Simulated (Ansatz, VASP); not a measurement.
TiSn: VASP beside Ansatz

File INCAR:

```
PREC     = Accurate       # precision mode
ENCUT    = 520            # plane-wave cutoff, eV
EDIFF    = 1E-6           # SCF threshold, eV
ISMEAR   = -1             # smearing method
SIGMA    = 0.05           # smearing width, eV
LREAL    = False          # projectors in reciprocal space
LASPH    = True           # aspherical terms in the spheres
NELM     = 80             # most SCF steps
ALGO     = Fast           # electronic algorithm
ISIF     = 2              # what is computed and relaxed
LWAVE    = False          # write WAVECAR
LCHARG   = False          # write CHGCAR
GGA      = PE             # functional
NBANDS   = 20             # bands
```

The input KPOINTS:

```
Automatic mesh
0
Gamma
  8 8 8
```

POSCAR

```
TiSn
1.0
    0.0000000000      2.8005500000      2.8005500000
    2.8005500000      0.0000000000      2.8005500000
    2.8005500000      2.8005500000      0.0000000000
Ti Sn
1 1
Direct
    0.0000000000      0.0000000000      0.0000000000
    0.5000000000      0.5000000000      0.5000000000
```

The input input.yaml:

```yaml
crystal:
  lattice:
    - [0.0, 2.80055, 2.80055]
    - [2.80055, 0.0, 2.80055]
    - [2.80055, 2.80055, 0.0]
  atoms:
    - { symbol: Ti, position: [0.0, 0.0, 0.0] }
    - { symbol: Sn, position: [0.5, 0.5, 0.5] }
hamiltonian:
  xc: pbe
  pseudopotentials: { kind: paw }
kpoints:
  mp_grid: { grid: [8, 8, 8] }
scf:
  occupations: { method: fermi_dirac, width: 0.05 }
output:
  forces: true
  stress: true
  eigenvalues: true
  write_density: true
  write_potential: true
  elf: true
  volumetric_format: npy
```

The cell was built by a generator and needn't be a form met in nature.

Alike in both runs: task single point; functional PBE; k mesh 8 × 8 × 8; occupations fermi-dirac, width 0.05 eV; no spin polarisation.

|  | VASP | Ansatz |
| --- | --- | --- |
| version | VASP 6.6.1 | Ansatz 0.2.0 |
| potentials or method | VASP PAW PBE potentials, release 64 (Ti_sv, Sn_d) | Ansatz PAW |
| plane-wave cutoff (eV) | 520 | 420 |
| valence electrons in the cell | 26 | 26 |

|  | VASP | Ansatz | Ansatz less VASP |
| --- | --- | --- | --- |
| gap on the k mesh at the Fermi level (eV) | none | none | - |
| pressure (GPa) | 0.0 | 0.0 | -0.01 |

A gap of «none» marks a metal or a gap that the smearing closes.
